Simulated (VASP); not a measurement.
Consider the following.

```xyz
4
Lattice="4.0567 0.0000 0.0000 0.0000 4.0567 0.0000 0.0000 0.0000 5.4521" Properties=species:S:1:pos:R:3 pbc="T T T"
Pb     2.0283     0.0000     4.2607
Pb     0.0000     2.0283     1.1914
O      2.0283     2.0283     0.0000
O      0.0000     0.0000     0.0000
```

Calculation: PBE GGA, VASP's PBE PAW potentials (set 64) (plane waves; VASP). Numerical set-up: 620 eV cut-off, 6×6×4 Γ-centred mesh, Gaussian smearing of 0.050 eV, potentials Pb_d O.

Energy and stress use the plane-wave basis of the starting cell. Without a dispersion term in the relaxation, distances and binding between the weakly bound layers, chains or molecules are unreliable, and so is what depends on them.

Task: The ions, cell shape and volume at an external pressure of 5.0 GPa are relaxed. What does this cell relax into?

Result: 
```xyz
4
Lattice="4.0110 0.0000 0.0000 0.0000 4.0110 0.0000 0.0000 0.0000 4.6074" Properties=species:S:1:pos:R:3 pbc="T T T"
Pb     2.0055     0.0000     3.4264
Pb     0.0000     2.0055     1.1810
O      2.0055     2.0055     0.0000
O      0.0000     0.0000     0.0000
```
Space group P4/nmm (129), at a tolerance of 0.03 Å.

Task: How do energy and volume change from the first to the last step?

Result: The energy (σ→0) changes by +46.3 meV/atom and the volume by -17.4 %, in 18 ionic steps.

| step | E(σ→0) (eV) | max force (eV/Å) | pressure (GPa) | volume (Å³) |
|---|---|---|---|---|
| 1 | -21.5211 | 0.015 | 0.06 | 89.72 |
| 2 | -21.3020 | 1.520 | 8.79 | 81.03 |
| 3 | -21.4402 | 0.879 | 4.97 | 84.27 |
| 4 | -21.4334 | 0.620 | 5.05 | 82.09 |
| 5 | -21.3190 | 0.122 | 5.77 | 76.58 |
| 6 | -21.3483 | 0.015 | 5.60 | 77.46 |
| 7 | -21.3872 | 0.176 | 4.20 | 77.34 |
| 8 | -21.4009 | 0.349 | 2.91 | 77.14 |
| 9 | -21.3698 | 0.004 | 4.70 | 75.40 |
| 10 | -21.3534 | 0.123 | 5.35 | 74.81 |
| 11 | -21.3506 | 0.142 | 5.44 | 74.71 |
| 12 | -21.3485 | 0.110 | 5.24 | 74.58 |
| 13 | -21.3406 | 0.048 | 4.87 | 74.29 |
| 14 | -21.3427 | 0.062 | 4.95 | 74.36 |
| 15 | -21.3412 | 0.025 | 4.88 | 74.30 |
| 16 | -21.3393 | 0.016 | 4.82 | 74.24 |
| 17 | -21.3307 | 0.008 | 5.17 | 73.96 |
| 18 | -21.3359 | 0.006 | 4.99 | 74.13 |

The compound is PbO in the litharge structure. This run relaxes it under an external pressure of 5 GPa. Symmetry was kept, so distortions that lower it aren't found.
